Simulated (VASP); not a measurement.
Given:

```
Be2C
1.0
    0.00000     2.10940     2.10940
    2.10940     0.00000     2.10940
    2.10940     2.10940     0.00000
Be C
2 1
Direct
  0.25000   0.25000   0.25000
  0.75000   0.75000   0.75000
  0.00000   0.00000   0.00000
```

Computed with PBE GGA with D4 dispersion, VASP's PBE PAW potentials (set 64) (plane waves; VASP). Numerical set-up: 520 eV cut-off, 9×9×9 Γ-centred mesh, Gaussian smearing of 0.050 eV, potentials Be C.

Problem. The job: Be₂C (antifluorite), 3 atoms, PBE-D4, static run, 520 eV, 9×9×9 Γ-centred mesh. Roughly how much core time does it take on a busy server core?

Solution. About 5 core-seconds (one run on a shared machine, a rough figure). It had 35 irreducible k-points, 8 bands, up to 531 plane waves and 12 electronic steps.

The compound is Be2C in the antifluorite structure. This cell is one point of a volume scan, at 0.94 of the reference volume.
